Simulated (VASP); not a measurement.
**ZrSi (relaxed from the FeSi structure, space group P2_13): computed properties**

Computed with PBEsol GGA, VASP's PBE PAW potentials (set 64) (plane waves; VASP).

| Property | Value |
|---|---|
| space group | P2_13 (198) |
| cell | a = b = c = 5.259 Å, α = β = γ = 90.00° |
| volume per atom | 18.18 Å³/atom |
| band gap (over mesh and band path) | none (metal, semimetal or under 0.01 eV) |
| density | 5.45 g/cm³ |

```yaml
crystal:
  lattice:
    - [5.25918, 0.00000, 0.00000]
    - [0.00000, 5.25918, 0.00000]
    - [0.00000, 0.00000, 5.25918]
  atoms:
    - { symbol: Zr, position: [0.14761, 0.14761, 0.14761] }
    - { symbol: Zr, position: [0.64761, 0.35239, 0.85239] }
    - { symbol: Zr, position: [0.85239, 0.64761, 0.35239] }
    - { symbol: Zr, position: [0.35239, 0.85239, 0.64761] }
    - { symbol: Si, position: [0.84122, 0.84122, 0.84122] }
    - { symbol: Si, position: [0.34122, 0.65878, 0.15878] }
    - { symbol: Si, position: [0.15878, 0.34122, 0.65878] }
    - { symbol: Si, position: [0.65878, 0.15878, 0.34122] }
```

The structure was generated: ZrSi was put into the FeSi type (P2_13), which need not be its known phase. It was relaxed first, which changed the volume by +7 %. Symmetry was kept, so distortions that lower it aren't found.
